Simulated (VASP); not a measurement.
Input:

```xyz
2
Lattice="3.2563 0.0000 0.0000 0.0000 3.2563 0.0000 0.0000 0.0000 3.2563" Properties=species:S:1:pos:R:3 pbc="T T T"
B      0.0000     0.0000     0.0000
Bi     1.6282     1.6282     1.6282
```

All values below come from PBEsol GGA, VASP's PBE PAW potentials (set 64) (plane waves; VASP 6.6.1). Numerical set-up: 620 eV cut-off, 11×11×11 Γ-centred mesh, first-order Methfessel-Paxton smearing of 0.10 eV, potentials B Bi_d.

Unless said otherwise, spin-orbit coupling is left out, though it shifts the bands of the heavy elements here.

### Question
Estimate the energy per atom (σ→0), pressure, band gap (on the k-mesh) with the smallest direct gap where there is one.

### Answer

The band gap (on the k-mesh) is none (metal, semimetal or under 0.01 eV), the energy per atom (σ→0) is -4.120 eV/atom and the pressure is 5.05 GPa.

Total energies compare only between runs with the same potentials, cut-off and functional.

The structure was generated: BBi was put into the CsCl type type (Pm-3m), which need not be its known phase. It was relaxed first under an external pressure of 5 GPa. VASP warned that the highest band is occupied, so more bands are needed.
